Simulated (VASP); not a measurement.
```
CaF2
1.0
    0.00000     2.75249     2.75249
    2.75249     0.00000     2.75249
    2.75249     2.75249     0.00000
Ca F
1 2
Direct
  0.00000   0.00000   0.00000
  0.25000   0.25000   0.25000
  0.75000   0.75000   0.75000
```

The numbers are results of PW91 GGA, VASP's PBE PAW potentials (set 64) (plane waves; VASP), not measurements. Numerical set-up: 520 eV cut-off, Gaussian smearing of 0.050 eV, potentials Ca_sv F.

Task: Give the energies of bands 7 to 15 at the high-symmetry points, in eV from the valence-band maximum.

Result: 
```tsv
band	Γ	X	U	L	W
7	-2.04	-2.62	-2.37	-1.46	-2.19
8	-2.04	-1.61	-1.68	-1.46	-2.07
9	-2.04	-1.61	-1.47	-1.26	-1.02
10	-0.25	-0.35	-0.62	-1.20	-1.02
11	-0.25	-0.35	-0.43	-0.82	-0.27
12	-0.25	0.00	-0.09	-0.82	-0.09
13	7.19	8.07	8.32	9.28	8.38
14	9.07	9.37	9.56	9.28	9.63
15	9.07	9.95	9.69	9.59	9.78
```

The gap is indirect, 7.19 eV, from the valence maximum at X to the conduction minimum at Γ.

Measured: gap 11.80 eV (computed value off by -4.61 eV), as given by E. Cadelano et al., The European Physical Journal B (2011), arXiv:1107.5962.

The compound is CaF2 in the fluorite structure. It was relaxed first.
